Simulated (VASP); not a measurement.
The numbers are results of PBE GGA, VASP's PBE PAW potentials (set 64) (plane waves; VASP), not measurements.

VASP input:

**KPOINTS**
```
Regular mesh
0
gamma
16 16 16
0 0 0
```

INCAR:
```
! general
SYSTEM  = Ir
PREC    = Accurate
ENCUT   = 480
LREAL   = .FALSE.   ! projection in real space or not
LASPH   = .TRUE.   ! aspherical one-centre terms

! electronic loop
EDIFF   = 1E-7
NELM    = 100
ALGO    = Normal   ! blocked Davidson
LMAXMIX = 6

! smearing
ISMEAR  = 1   ! Methfessel-Paxton
SIGMA   = 0.1

! functional
GGA     = PE

! ions
IBRION  = 2
NSW     = 40   ! most ionic steps
ISIF    = 3
EDIFFG  = -0.01   ! ionic stop
PSTRESS = 20   ! kbar

! output
LWAVE   = .FALSE.
LCHARG  = .FALSE.
```

### POSCAR
```
Ir
1.0
  0.0000000000   1.9329275801   1.9329275801
  1.9329275801   0.0000000000   1.9329275801
  1.9329275801   1.9329275801   0.0000000000
Ir
1
Direct
  0.0000000000   0.0000000000   0.0000000000
```

POTCAR, in this order: Ir (PBE.64 set). Program: vasp_std.

The run wrote:

### OUTCAR
```
 ion  position               nearest neighbor table
   1  0.000  0.000  0.000-
  LATTYP: Found a face centered cubic cell.
 ALAT       =     3.8658551602
 Subroutine PRICEL returns:
 Original cell was already a primitive cell.
 Subroutine GETGRP returns: Found 48 space group operations
The static configuration has the point symmetry O_h .
The dynamic configuration has the point symmetry O_h .
 Subroutine INISYM returns: Found 48 space group operations
 Subroutine IBZKPT returns following result:
 Found    145 irreducible k-points:

 Following reciprocal coordinates:
            Coordinates               Weight
  0.000000  0.000000  0.000000      1.000000
  0.062500  0.000000  0.000000      8.000000
  0.125000  0.000000  0.000000      8.000000
  0.187500  0.000000  0.000000      8.000000
  0.250000  0.000000  0.000000      8.000000
  0.312500  0.000000  0.000000      8.000000
  0.375000  0.000000  0.000000      8.000000
  0.437500  0.000000  0.000000      8.000000
  0.500000  0.000000  0.000000      4.000000
  0.062500  0.062500  0.000000      6.000000
...
```

File OSZICAR:
```
       N       E                     dE             d eps       ncg     rms          rms(c)
DAV:   1     0.395208085019E+02    0.39521E+02   -0.42748E+03  2408   0.954E+02
DAV:   2    -0.883843826310E+01   -0.48359E+02   -0.46530E+02  2360   0.202E+02
DAV:   3    -0.939667733580E+01   -0.55824E+00   -0.55736E+00  3344   0.288E+01
DAV:   4    -0.940014117251E+01   -0.34638E-02   -0.34634E-02  2960   0.162E+00
DAV:   5    -0.940016393322E+01   -0.22761E-04   -0.22760E-04  3512   0.875E-02    0.144E+01
DAV:   6    -0.892960912071E+01    0.47055E+00   -0.10141E+00  2696   0.141E+01    0.591E+00
DAV:   7    -0.884634250079E+01    0.83267E-01   -0.30271E-01  3016   0.714E+00    0.158E+00
DAV:   8    -0.884079081188E+01    0.55517E-02   -0.21896E-03  2536   0.736E-01    0.470E-01
DAV:   9    -0.884013224015E+01    0.65857E-03   -0.64444E-04  3080   0.417E-01    0.127E-02
DAV:  10    -0.884013905597E+01   -0.68158E-05   -0.39988E-06  3096   0.201E-02    0.378E-03
DAV:  11    -0.884013918900E+01   -0.13304E-06   -0.11808E-07  2744   0.416E-03    0.534E-04
DAV:  12    -0.884013910243E+01    0.86573E-07   -0.67413E-09  1480   0.104E-03
   1 F= -.86598389E+01 E0= -.86597370E+01  d E =-.865984E+01
```

File OUTCAR:
```
------------------------ aborting loop because EDIFF is reached ----------------------------------------
  FORCE on cell =-STRESS in cart. coord.  units (eV):
  Direction    XX          YY          ZZ          XY          YZ          ZX
  --------------------------------------------------------------------------------------
  Total        0.1809571      0.1809571      0.1809571      0.0000000      0.0000000      0.0000000
  in kB       20.0728665     20.0728665     20.0728665      0.0000000      0.0000000      0.0000000
  external PRESSURE =       0.0728665 kB  Pullay stress =      20.0000000 kB
  volume of cell :       14.44
      direct lattice vectors                 reciprocal lattice vectors
     0.000000000  1.932927580  1.932927580    -0.258674978  0.258674978  0.258674978
     1.932927580  0.000000000  1.932927580     0.258674978 -0.258674978  0.258674978
     1.932927580  1.932927580  0.000000000     0.258674978  0.258674978 -0.258674978
 POSITION                                       TOTAL-FORCE (eV/Angst)
 -----------------------------------------------------------------------------------
      0.00000      0.00000      0.00000         0.000000      0.000000     -0.000000
 -----------------------------------------------------------------------------------
    total drift:                               -0.000000     -0.000000      0.000000
  FREE ENERGIE OF THE ION-ELECTRON SYSTEM (eV)
  ---------------------------------------------------
  free  energy   TOTEN  =        -8.8401391024 eV

  energy  without entropy=       -8.8398334250  energy(sigma->0) =       -8.84003721
  enthalpy is  TOTEN    =        -8.6598389236 eV   P V=        0.1803001789

 reached required accuracy - stopping structural energy minimisation
```
(Selected blocks of OUTCAR.)

OUTCAR:
```
 val. band max:       10.0361834546   @ k =   0.3125   0.2500   0.0625

 cond. band min:      10.0484600135   @ k =   0.3750   0.0625   0.0000


 Fermi energy:        10.0440847442

 k-point     1 :       0.0000    0.0000    0.0000
  band No.  band energies     occupation
      1      -0.8478      2.00000
      2       6.2901      2.00000
      3       6.2901      2.00000
      4       6.2901      2.00000
      5       8.8928      2.00000
      6       8.8928      2.00000
      7      24.4127      0.00000
      8      29.8770      0.00000

 k-point     2 :       0.0625    0.0000    0.0000
  band No.  band energies     occupation
      1      -0.6778      2.00000
      2       6.2006      2.00000
      3       6.3633      2.00000
      4       6.3633      2.00000
      5       8.8464      2.00000
      6       8.8464      2.00000
      7      24.7034      0.00000
      8      28.9745      0.00000

 k-point     3 :       0.1250    0.0000    0.0000
  band No.  band energies     occupation
      1      -0.1898      2.00000
      2       5.9808      2.00000
      3       6.5467      2.00000
      4       6.5467      2.00000
      5       8.7567      2.00000
      6       8.7567      2.00000
      7      25.4784      0.00000
      8      27.3003      0.00000

 k-point     4 :       0.1875    0.0000    0.0000
  band No.  band energies     occupation
      1       0.5376      2.00000
      2       5.7684      2.00000
      3       6.7171      2.00000
      4       6.7171      2.00000
      5       8.7750      2.00000
      6       8.7750      2.00000
      7      25.4961      0.00000
      8      26.4550      0.00000

 k-point     5 :       0.2500    0.0000    0.0000
  band No.  band energies     occupation
      1       1.3274      2.00000
      2       5.7903      2.00000
      3       6.7210      2.00000
      4       6.7210      2.00000
      5       9.0733      2.00000
      6       9.0733      2.00000
      7      23.7475      0.00000
...
```

Unless said otherwise, spin-orbit coupling is left out, though it shifts the bands of the heavy elements here.

The compound is Ir in the fcc structure. It was relaxed first under an external pressure of 2 GPa.
